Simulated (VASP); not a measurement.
Method: PBE GGA, VASP's PBE PAW potentials (set 64) (plane waves; VASP).

A VASP calculation is set up with these files.

INCAR:
```
ALGO=Normal
EDIFF=1E-6
ENCUT=300
GGA=PE
ISIF=2
ISMEAR=-1
LASPH=.True.
LCHARG=.False.
LMAXMIX=6
LREAL=.False.
LWAVE=.False.
NELM=100
PREC=Accurate
SIGMA=0.1
SYSTEM=LuP
```

File KPOINTS:
```
Regular mesh
0
gamma
 6 6 3
```

POSCAR:
```
LuP
1
    3.9369530000     0.0000000000     0.0000000000
    0.0000000000     3.9369530000     0.0000000000
    0.0000000000     0.0000000000     6.9322140000
Lu P
2 2
Direct
  0.0000000000   0.5000000000   0.0000000000
  0.5000000000   0.0000000000   0.5000000000
  0.0000000000   0.0000000000   0.2500000000
  0.0000000000   0.0000000000   0.7500000000
```

KPOINTS_OPT:
```
k-points along high-symmetry lines
6
Line-mode
Reciprocal
  0.000000   0.000000   0.000000 ! GAMMA
  0.000000   0.500000   0.000000 ! X

  0.000000   0.500000   0.000000 ! X
  0.500000   0.500000   0.000000 ! M

  0.500000   0.500000   0.000000 ! M
  0.000000   0.000000   0.000000 ! GAMMA

  0.000000   0.000000   0.000000 ! GAMMA
  0.000000   0.000000   0.500000 ! Z

  0.000000   0.000000   0.500000 ! Z
  0.000000   0.500000   0.500000 ! R

  0.000000   0.500000   0.500000 ! R
  0.500000   0.500000   0.500000 ! A

  0.500000   0.500000   0.500000 ! A
  0.000000   0.000000   0.500000 ! Z

  0.000000   0.500000   0.000000 ! X
  0.000000   0.500000   0.500000 ! R

  0.500000   0.500000   0.000000 ! M
  0.500000   0.500000   0.500000 ! A
```

POTCAR, in this order: Lu_3 P (PBE.64 set). Program: vasp_std.

At this cut-off the stress carries a Pulay error, which pulls relaxed volumes low.

Q: Predict the energy per atom (σ→0), pressure, band gap (over mesh and band path).

A: 
The energy per atom (σ→0) comes out as -5.474 eV/atom, the band gap (over mesh and band path) is none (metal, semimetal or under 0.01 eV) and the pressure is 42.8 kbar.

**OSZICAR**
```
...
DAV:  11    -0.219298229642E+02    0.12930E-03   -0.70802E-04  1272   0.290E-01    0.411E-02
DAV:  12    -0.219298263194E+02   -0.33551E-05   -0.22778E-05  1144   0.508E-02    0.189E-02
DAV:  13    -0.219298280075E+02   -0.16882E-05   -0.50790E-06   912   0.235E-02    0.119E-02
DAV:  14    -0.219298279509E+02    0.56654E-07   -0.30269E-07   522   0.164E-02
   1 F= -.21929828E+02 E0= -.21895249E+02  d E =-.691570E-01
       N       E                     dE             ncg
       N       E                     dE             ncg
       N       E                     dE             ncg
```

The structure was generated: LuP was put into an ordered model structure, which need not be its known phase. The cell was not relaxed at this level. The k-mesh is coarse (spacing up to 0.30 per Å, 2π included), so the numbers may not be converged in it.
